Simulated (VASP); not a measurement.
# Si7B (P-4m2) in VASP: notebook

One crystal, Si7B, is run at these levels: PBE; tasks: relaxation of cell and atoms.

Program: VASP 6.6.1. These are calculated values, not measurements. Logs are shortened: lines on timing, memory, paths and dates and some standing lists are left out, and cuts for length are marked.

## Step 1: Starting point

Symmetry: P-4m2, No. 115, tetragonal system. Conventional cell: a = 3.720 Å, b = 3.720 Å, c = 10.500 Å, α = 90.00°, β = 90.00°, γ = 90.00°. Around Si (site symmetry -4m2) lie 4 Si at 2.28 Å. Si (site symmetry 2mm) has 4 Si at 2.28 to 2.34 Å as nearest neighbours. Si (site symmetry 2mm) is surrounded by 2 B at 2.19 Å and 2 Si at 2.31 Å. Around Si (site symmetry 2mm) lie 4 Si at 2.31 to 2.34 Å. Around B (site symmetry -4m2) lie 4 Si at 2.19 Å.

The cell was built by a generator and needn't be a form met in nature.

## Step 2: Relaxation of cell and atoms, PBE

Contents of INCAR:

```
SYSTEM = Si7B
PREC = Normal ; ENCUT = 520
EDIFF = 1E-4 ; ISMEAR = 0
SIGMA = 0.15 ; LREAL = .False.
LASPH = .True. ; NELM = 60
ALGO = Fast ; ISIF = 3
LWAVE = .False. ; LCHARG = .False.
GGA = PE ; IBRION = 2
NSW = 24 ; EDIFFG = -0.08
```

Contents of KPOINTS:

```
regular mesh
0
Gamma
  5 5 2
  0 0 0
```

Contents of POSCAR:

```
Si7B
1.0
    3.7200000000      0.0000000000      0.0000000000
    0.0000000000      3.7200000000      0.0000000000
    0.0000000000      0.0000000000     10.5000000000
Si B
7 1
Direct
    0.0000000000      0.0000000000      0.5000000000
    0.0000000000      0.5000000000      0.3750000000
    0.5000000000      0.0000000000      0.6250000000
    0.0000000000      0.5000000000      0.8900000000
    0.5000000000      0.0000000000      0.1100000000
    0.5000000000      0.5000000000      0.7600000000
    0.5000000000      0.5000000000      0.2400000000
    0.0000000000      0.0000000000      0.0000000000
```

Potentials or basis: VASP PAW PBE potentials, release 64 (Si, B).

On the command line:

```sh
cat potpaw_PBE.64/Si/POTCAR potpaw_PBE.64/B/POTCAR > POTCAR
mpirun -np 1 vasp_std > vasp.out
```

OUTCAR:

```text
SYSTEM = Si7B
   PREC = Normal
   ENCUT = 520
   EDIFF = 1E-4
   ISMEAR = 0
   LREAL = .False.
   LASPH = .True.
   NELM = 60
   ISIF = 3
   GGA = PE
   IBRION = 2
   NSW = 24
   EDIFFG = -0.08

 ion  position               nearest neighbor table
   1  0.000  0.000  0.500-   2 2.28   3 2.28   2 2.28   3 2.28
   2  0.000  0.500  0.375-   1 2.28   1 2.28   7 2.34   7 2.34
   3  0.500  0.000  0.625-   1 2.28   1 2.28   6 2.34   6 2.34
   4  0.000  0.500  0.890-   8 2.19   8 2.19   6 2.31   6 2.31
   5  0.500  0.000  0.110-   8 2.19   8 2.19   7 2.31   7 2.31
   6  0.500  0.500  0.760-   4 2.31   4 2.31   3 2.34   3 2.34
   7  0.500  0.500  0.240-   5 2.31   5 2.31   2 2.34   2 2.34
   8  0.000  0.000  0.000-   4 2.19   5 2.19   4 2.19   5 2.19

  LATTYP: Found a simple tetragonal cell.
 ALAT       =     3.7200000000
 C/A-ratio  =     2.8225806452

  Lattice vectors:

 A1 = (   3.7200000000,   0.0000000000,   0.0000000000)
 A2 = (   0.0000000000,   3.7200000000,   0.0000000000)
 A3 = (   0.0000000000,   0.0000000000,  10.5000000000)

Analysis of symmetry for initial positions (statically):
=====================================================================
 Subroutine PRICEL returns:
 Original cell was already a primitive cell.

 Routine SETGRP: Setting up the symmetry group for a
 simple tetragonal supercell.

 Subroutine GETGRP returns: Found  8 space group operations
 (whereof  8 operations were pure point group operations)
 out of a pool of 16 trial point group operations.

The static configuration has the point symmetry D_2d.

Analysis of symmetry for dynamics (positions and initial velocities):
=====================================================================
 Subroutine PRICEL returns:
 Original cell was already a primitive cell.

 Routine SETGRP: Setting up the symmetry group for a
 simple tetragonal supercell.

 Subroutine GETGRP returns: Found  8 space group operations
 (whereof  8 operations were pure point group operations)
 out of a pool of 16 trial point group operations.

The dynamic configuration has the point symmetry D_2d.

 Subroutine INISYM returns: Found  8 space group operations
 (whereof  8 operations are pure point group operations),
 and found     1 'primitive' translations

----------------------------------------------------------------------------------------

                                     Primitive cell

  volume of cell :     145.3032

  direct lattice vectors                    reciprocal lattice vectors
[... 79 lines left out ...]
   ICHARG =      2    charge: 1-file 2-atom 10-const
   ISPIN  =      1    spin polarized calculation?
   LNONCOLLINEAR =      F non collinear calculations
   LSORBIT =      F    spin-orbit coupling
   LASPH  =      T    aspherical Exc in radial PAW
   ENCUT  =  520.0 eV  38.22 Ry    6.18 a.u.   6.92  6.92 19.52*2*pi/ulx,y,z
   NELM   =     60;   NELMIN=  2; NELMDL= -5     # of ELM steps
   EDIFF  = 0.1E-03   stopping-criterion for ELM
   LREAL  =      F    real-space projection
   EDIFFG = -.8E-01   stopping-criterion for IOM
   NSW    =     24    number of steps for IOM
   IBRION =      2    ionic relax: 0-MD 1-quasi-New 2-CG
   NFREE  =      1    steps in history (QN), initial steepest desc. (CG)
   ISIF   =      3    stress and relaxation
   ISYM   =      2    0-nonsym 1-usesym 2-fastsym
   POTIM  = 0.5000    time-step for ionic-motion
   TEBEG  =    0.0;   TEEND  =   0.0 temperature during run
   PSTRESS=    0.0 pullay stress
   NELECT =      31.0000    total number of electrons
   NUPDOWN=      -1.0000    fix difference up-down
   EMIN   =  10.00;   EMAX   =-10.00  energy-range for DOS
   EFERMI =   0.00;   METHOD = LEGACY
   ISMEAR =     0;   SIGMA  =   0.15  broadening in eV -4-tet -1-fermi 0-gaus
   EFERMI_NEDOS =   21; number of points for ismear=-14 and -15
   IALGO  =     68    algorithm
   IMIX   =      4    mixing-type and parameters
     AMIX     =   0.40;   BMIX     =  1.00
     AMIX_MAG =   1.60;   BMIX_MAG =  1.00
  volume/ion in A,a.u.               =      18.16       122.57
  Fermi-wavevector in a.u.,A,eV,Ry     =   0.978221  1.848570 13.019638  0.956916
  Thomas-Fermi vector in A             =   2.108980
   LORBIT       =      0    0 simple, 1 ext, 2 COOP (PROOUT), +10 PAW based schemes
   GGA     = PE    functional components
   LHFCALC =     F    Hartree Fock is set to
   AEXX    =    0.0000 exact exchange contribution
   IVDW    =     0    specifies the selected vdW correction
   LEPSILON=     F    determine dielectric tensor
   LRPA    =     F    only Hartree local field effects (RPA)
 conjugate gradient relaxation of ions
 non-spin polarized calculation
 RMM-DIIS sequential band-by-band and
 Gauss-broadening in eV      SIGMA  =   0.15
  energy-cutoff  :      520.00
  volume of cell :      145.30
 maximum number of plane-waves:      3936
   NGX = 13   NGY = 13   NGZ = 39

--------------------------------------- Ionic step        1  -------------------------------------------

 number of electron      31.0000003 magnetization

 Free energy of the ion-electron system (eV)
  ---------------------------------------------------
  ext. energy  EPLUGINS =         0.00000000
  ---------------------------------------------------
  free energy    TOTEN  =       -43.18486921 eV

  energy without entropy =      -43.15150265  energy(sigma->0) =      -43.16818593

------------------------ aborting loop because EDIFF is reached ----------------------------------------

  FORCE on cell =-STRESS in cart. coord.  units (eV):
  Direction    XX          YY          ZZ          XY          YZ          ZX
  --------------------------------------------------------------------------------------
  -------------------------------------------------------------------------------------
  Total        1.7181492      1.7181492      2.7256015      0.0000000     -0.0000000      0.0000000
  in kB       18.9450727     18.9450727     30.0536872      0.0000000     -0.0000000      0.0000000
  external PRESSURE =      22.6479442 kB  Pullay stress =       0.0000000 kB
[... 323 lines left out ...]
--------------------------------------- Ionic step        9  -------------------------------------------

 number of electron      31.0000004 magnetization

 Free energy of the ion-electron system (eV)
  ---------------------------------------------------
  ext. energy  EPLUGINS =         0.00000000
  ---------------------------------------------------
  free energy    TOTEN  =       -43.60310858 eV

  energy without entropy =      -43.58340357  energy(sigma->0) =      -43.59325607

 E-fermi :   5.6309     XC(G=0):  -9.6045

 val. band max:        5.3827778976   @ k =   0.2000   0.2000   0.0000
 cond. band min:       5.6622529200   @ k =   0.4000   0.0000   0.0000
 fundamental gap:      0.2794750223
 Fermi energy:         5.6309076128

 k-point     1 :       0.0000    0.0000    0.0000
  band No.  band energies     occupation
      1      -6.2470      2.00000
      2      -5.1945      2.00000
      3      -5.0643      2.00000
      4      -1.9939      2.00000
      5      -1.9246      2.00000
      6       2.4826      2.00000
[... 300 lines left out ...]
  FREE ENERGIE OF THE ION-ELECTRON SYSTEM (eV)
  ---------------------------------------------------
  free  energy   TOTEN  =       -43.6031085760 eV

  energy  without entropy=      -43.5834035737  energy(sigma->0) =      -43.59325607

 reached required accuracy - stopping structural energy minimisation
```

OSZICAR:

```text
N       E                     dE             d eps       ncg     rms          rms(c)
DAV:   1     0.780013541559E+02    0.78001E+02   -0.12035E+04   480   0.128E+03
DAV:   2    -0.386786592540E+02   -0.11668E+03   -0.11021E+03   656   0.174E+02
DAV:   3    -0.442056604783E+02   -0.55270E+01   -0.53870E+01   620   0.378E+01
[... 52 lines left out ...]
RMM:   2    -0.436029142456E+02    0.59580E-04   -0.52858E-03   480   0.481E-01    0.976E-02
RMM:   3    -0.436028498789E+02    0.64367E-04   -0.97094E-04   477   0.212E-01
   8 F= -.43602850E+02 E0= -.43592958E+02  d E =-.476302E-02
       N       E                     dE             d eps       ncg     rms          rms(c)
DAV:   1    -0.436031080798E+02   -0.19383E-03   -0.10814E-02   572   0.568E-01    0.691E-02
RMM:   2    -0.436031085760E+02   -0.49620E-06   -0.67025E-04   446   0.173E-01
   9 F= -.43603109E+02 E0= -.43593256E+02  d E =-.502171E-02
```

CONTCAR:

```text
Si7B
   1.00000000000000
     3.6836768725517817   -0.0000000000000000    0.0000000000000000
     0.0000000000000000    3.6836768725517817   -0.0000000000000000
     0.0000000000000000   -0.0000000000000000   10.8169639851612391
  Si              B
     7     1
Direct
     0.0000000000000000    0.0000000000000000    0.5000000000000000
     0.0000000000000000    0.5000000000000000    0.3667904188135180
     0.5000000000000000    0.0000000000000000    0.6332095811864819
     0.0000000000000000    0.5000000000000000    0.9060929960663456
     0.5000000000000000    1.0000000000000000    0.0939070039336544
     0.5000000000000000    0.5000000000000000    0.7634506357746113
     0.5000000000000000    0.5000000000000000    0.2365493642253888
     0.0000000000000000    0.0000000000000000    0.0000000000000000

  0.00000000E+00  0.00000000E+00  0.00000000E+00
  0.00000000E+00  0.00000000E+00  0.00000000E+00
  0.00000000E+00  0.00000000E+00  0.00000000E+00
  0.00000000E+00  0.00000000E+00  0.00000000E+00
  0.00000000E+00  0.00000000E+00  0.00000000E+00
  0.00000000E+00  0.00000000E+00  0.00000000E+00
  0.00000000E+00  0.00000000E+00  0.00000000E+00
  0.00000000E+00  0.00000000E+00  0.00000000E+00
```

Run time: 44 s. Hardware: 1 thread of Intel Xeon Platinum 8488C (Sapphire Rapids), shared host; peak memory 0.19 GiB.

Results:

| Quantity | Value |
| --- | --- |
| Free energy | -43.6031 eV |
| Relaxed volume | 18.35 Å³/atom |
| Relaxed cell | a = 3.684 Å, b = 3.684 Å, c = 10.817 Å, α = 90.00°, β = 90.00°, γ = 90.00° |
| Space group after relaxing (to 0.05 Å) | P-4m2 (No. 115) |
| Energy gained by relaxing | 52.3 meV/atom |
| Ionic steps | 9 |
| Pressure after relaxing | -0.3 GPa |
| Largest force after relaxing | 0.040 eV/Å |
| Band gap on the k mesh | none (metal or under the smearing width) |

Forces in eV/Å, atoms in the order of the input:
```
Si   0.000  0.000  0.000
Si   0.000  0.000 -0.040
Si   0.000  0.000  0.040
Si   0.000  0.000  0.020
Si   0.000  0.000 -0.020
Si   0.000  0.000  0.039
Si   0.000  0.000 -0.039
B    0.000  0.000  0.000
```

Stress tensor (GPa, compression positive):
```
-0.17  0.00  0.00
 0.00 -0.17  0.00
 0.00  0.00 -0.48
```

Step by step:
| step | energy change (eV) | largest force (eV/Å) | pressure (GPa) | volume (Å³) |
| --- | --- | --- | --- | --- |
| 1 | 0.0000 | 1.7146 | 2.26 | 145.30 |
| 2 | -0.2651 | 0.7340 | -2.03 | 150.77 |
| 3 | -0.2696 | 0.5846 | -2.55 | 151.57 |
| 4 | -0.3756 | 0.6269 | -0.10 | 146.87 |
| 5 | -0.3778 | 0.6618 | 0.35 | 146.16 |
| 6 | -0.4124 | 0.1853 | 0.27 | 145.95 |
| 7 | -0.4132 | 0.2368 | 0.26 | 145.92 |
| 8 | -0.4180 | 0.0841 | -0.14 | 146.57 |
| 9 | -0.4182 | 0.0396 | -0.27 | 146.78 |

Final structure:
```cif
data_structure
_symmetry_space_group_name_H-M 'P 1'
_symmetry_Int_Tables_number 1
_cell_length_a 3.6837
_cell_length_b 3.6837
_cell_length_c 10.8170
_cell_angle_alpha 90.000
_cell_angle_beta 90.000
_cell_angle_gamma 90.000
_cell_volume 146.78
loop_
_atom_site_label
_atom_site_type_symbol
_atom_site_fract_x
_atom_site_fract_y
_atom_site_fract_z
_atom_site_occupancy
Si1 Si 0.00000 0.00000 0.50000 1
Si2 Si 0.00000 0.50000 0.36679 1
Si3 Si 0.50000 0.00000 0.63321 1
Si4 Si 0.00000 0.50000 0.90609 1
Si5 Si 0.50000 0.00000 0.09391 1
Si6 Si 0.50000 0.50000 0.76345 1
Si7 Si 0.50000 0.50000 0.23655 1
B1 B 0.00000 0.00000 0.00000 1
```

Caveat: the relaxation stopped at a loose force limit of 0.08 eV/Å, so its end isn't a converged minimum.

## Step 3: Relaxation of cell and atoms, PBE

This run uses another cell than the first one, of 17.36 Å³/atom, 0.956 times its volume.

INCAR is that of step 2.

Contents of KPOINTS:

```
regular mesh
0
Gamma
  4 4 4
  0 0 0
```

Contents of POSCAR:

```
Si7B
1.0
    5.8597971700      0.0000000000      0.0000000000
   -2.9298985900      5.0747332100      0.0000000000
    0.0000000000      0.0000000000      4.6706657100
Si B
7 1
Direct
    0.4996277400      0.9992554800      0.0000000000
    0.4996277400      0.5003722600      0.0000000000
    0.0007445200      0.5003722600      0.0000000000
    0.3392522600      0.1696261300      0.5000000000
    0.8303738700      0.1696261300      0.5000000000
    0.8303738700      0.6607477400      0.5000000000
    0.3333333300      0.6666666700      0.5000000000
    0.0000000000      0.0000000000      0.0000000000
```

Potentials or basis: VASP PAW PBE potentials, release 64 (Si, B).

On the command line:

```sh
cat potpaw_PBE.64/Si/POTCAR potpaw_PBE.64/B/POTCAR > POTCAR
mpirun -np 1 vasp_std > vasp.out
```

Wall time 50 s (1 thread of Intel Xeon Platinum 8488C (Sapphire Rapids), shared host); peak memory 0.2 GiB.

The run converged. Its results:

```
Free energy                            : -39.0081 eV
Relaxed volume                         : 13.32 Å³/atom
Relaxed cell                           : a = 5.266 Å, b = 5.266 Å, c = 4.438 Å, α = 90.00°, β = 90.00°, γ = 120.00°
Space group after relaxing (to 0.05 Å) : P-6m2 (No. 187)
Energy gained by relaxing              : 261.3 meV/atom
Ionic steps                            : 10
Pressure after relaxing                : -0.2 GPa
Largest force after relaxing           : 0.023 eV/Å
Band gap on the k mesh                 : none (metal or under the smearing width)
```

Forces on the atoms (eV/Å):
```
Si   0.000  0.023  0.000
Si   0.020 -0.012  0.000
Si  -0.020 -0.012  0.000
Si  -0.007 -0.004  0.000
Si   0.007 -0.004  0.000
Si   0.000  0.009  0.000
Si   0.000  0.000  0.000
B    0.000  0.000  0.000
```

Step by step:
```tsv
step	energy change (eV)	largest force (eV/Å)	pressure (GPa)	volume (Å³)
1	0.0000	0.2320	-13.21	138.89
2	-1.8830	0.7293	-4.17	111.99
3	-1.9880	0.7927	-0.31	106.69
4	-1.9911	0.8066	0.62	105.58
5	-2.0651	0.2706	1.08	105.27
6	-2.0682	0.1857	1.24	105.20
7	-2.0873	0.1000	-0.31	106.85
8	-2.0875	0.0919	-0.42	107.03
9	-2.0875	0.0910	-0.50	107.09
10	-2.0900	0.0234	-0.20	106.58
```

Final structure:
```cif
data_structure
_symmetry_space_group_name_H-M 'P 1'
_symmetry_Int_Tables_number 1
_cell_length_a 5.2660
_cell_length_b 5.2660
_cell_length_c 4.4382
_cell_angle_alpha 90.000
_cell_angle_beta 90.000
_cell_angle_gamma 120.000
_cell_volume 106.58
loop_
_atom_site_label
_atom_site_type_symbol
_atom_site_fract_x
_atom_site_fract_y
_atom_site_fract_z
_atom_site_occupancy
Si1 Si 0.50264 0.00529 0.00000 1
Si2 Si 0.50264 0.49736 0.00000 1
Si3 Si 0.99471 0.49736 0.00000 1
Si4 Si 0.32074 0.16037 0.50000 1
Si5 Si 0.83963 0.16037 0.50000 1
Si6 Si 0.83963 0.67926 0.50000 1
Si7 Si 0.33333 0.66667 0.50000 1
B1 B 0.00000 0.00000 0.00000 1
```

Levels at points of the mesh, in eV from the Fermi level:
| k point | band 13 | band 14 | band 15 | band 16 | band 17 | band 18 |
| --- | --- | --- | --- | --- | --- | --- |
| (0.00, 0.00, 0.00) | -1.69 | -1.57 | -1.57 | -1.43 | -1.11 | -1.11 |
| (0.50, 0.00, 0.00) | -2.84 | -2.61 | -2.61 | -2.48 | -0.09 | 0.23 |
| (0.00, 0.00, 0.50) | -5.76 | -5.76 | 0.65 | 0.98 | 4.42 | 4.42 |
| (0.50, 0.00, 0.50) | -1.44 | -1.31 | -1.16 | -0.82 | 1.16 | 1.25 |

Caveat: the volume moved by over 15 % at a fixed basis, so the end points are rough; the relaxation stopped at a loose force limit of 0.08 eV/Å, so its end isn't a converged minimum.
